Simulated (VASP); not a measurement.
A cell of SrCl₂ (fluorite) near equilibrium:

```xyz
3
Lattice="0.0000 3.4979 3.4979 3.4979 0.0000 3.4979 3.4979 3.4979 0.0000" Properties=species:S:1:pos:R:3 pbc="T T T"
Sr     0.0000     0.0000     0.0000
Cl     1.7490     1.7490     1.7490
Cl     5.2469     5.2469     5.2469
```

Computed with r2SCAN meta-GGA, VASP's PBE PAW potentials (set 64) (plane waves; VASP).

```
run               ΔE (meV/atom)    σxx    σyy    σzz  largest shear component, with its sign (GPa)  largest force (eV/Å)  gap (eV)
----------------  -------------  -----  -----  -----  --------------------------------------------  --------------------  --------
as it is                    0.0  -0.01  -0.01  -0.01                                          0.00                 0.000      5.94
after one change            2.6   0.06   0.06   0.02                                          0.00                 0.213      5.93
```
Stress is in GPa, positive when the cell is compressed; gaps are those on the k-mesh, and 0.00 means metallic.

Question: What was changed between the two runs?
A. atom 3 (Cl) moved by -0.200 Å along y
B. uniaxial strain of -3.0 % along z
C. atom 1 (Sr) moved by -0.075 Å along z
D. isotropic strain of -4.0 %

Answer: C, atom 1 (Sr) moved by -0.075 Å along z

The compound is SrCl2 in the fluorite structure.
